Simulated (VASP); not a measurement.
Crystal: Rb2Sc6Pb.

```xyz
9
Lattice="0.0000 4.9491 4.9491 4.9491 0.0000 4.9491 4.9491 4.9491 0.0000" Properties=species:S:1:pos:R:3 pbc="T T T"
Rb    2.4746    2.4746    2.4746
Rb    7.4237    7.4237    7.4237
Sc    2.3756    4.9491    4.9491
Sc    4.9491    2.3756    4.9491
Sc    7.5227    4.9491    4.9491
Sc    4.9491    7.5227    4.9491
Sc    4.9491    4.9491    2.3756
Sc    4.9491    4.9491    7.5227
Pb    0.0000    0.0000    0.0000
```

The cell was built by a generator and needn't be a form met in nature.

| Property | Result |
| --- | --- |
| Program | VASP 6.6.1 |
| Task | relaxation of cell and atoms |
| Functional | PBE |
| Potentials or basis | VASP PAW PBE potentials, release 64 (Rb_sv, Sc_sv, Pb_d) |
| Cutoff | 600 eV |
| k mesh | 6 × 6 × 6 |
| Occupations | fermi-dirac, width 0.1 eV |
| Spin | no spin polarisation |

At the start: pressure 21.2 GPa; volume 26.94 Å³/atom.

**Question.** How do energy, volume and symmetry change on relaxing?

**Answer.** Over 13 steps the energy falls by 977.0 meV/atom and the volume is 34.32 Å³/atom (+27.4 %); space group Fm-3m (No. 225, to 0.05 Å).

Step by step:
| step | energy change (eV) | largest force (eV/Å) | pressure (GPa) | volume (Å³) |
| --- | --- | --- | --- | --- |
| 1 | 0.0000 | 6.5466 | 21.19 | 242.45 |
| 2 | -7.0594 | 0.5718 | -4.35 | 390.20 |
| 3 | -7.7334 | 1.0144 | -1.70 | 334.14 |
| 4 | -8.1509 | 0.9437 | -0.92 | 318.91 |
| 5 | -8.5199 | 0.3103 | 2.77 | 281.34 |
| 6 | -8.5557 | 0.5650 | 1.51 | 291.07 |
| 7 | -8.5583 | 0.5112 | 1.78 | 288.75 |
| 8 | -8.7570 | 0.0698 | 0.94 | 298.11 |
| 9 | -8.7756 | 0.1004 | 0.72 | 302.30 |
| 10 | -8.7917 | 0.0463 | -0.17 | 310.83 |
| 11 | -8.7933 | 0.0144 | 0.02 | 308.85 |
| 12 | -8.7933 | 0.0118 | 0.03 | 308.71 |
| 13 | -8.7934 | 0.0070 | 0.02 | 308.90 |

Final structure:
```
Rb Sc Pb
1.0
     0.00000    5.36531    5.36531
     5.36531    0.00000    5.36531
     5.36531    5.36531    0.00000
Rb Sc Pb
2 6 1
Cartesian
  2.6827 2.6827 2.6827
  8.0480 8.0480 8.0480
  3.0612 5.3653 5.3653
  5.3653 3.0612 5.3653
  7.6694 5.3653 5.3653
  5.3653 7.6694 5.3653
  5.3653 5.3653 3.0612
  5.3653 5.3653 7.6694
  0.0000 0.0000 0.0000
```

Caveat: the volume moved by over 15 % at a fixed basis, so the end points are rough.
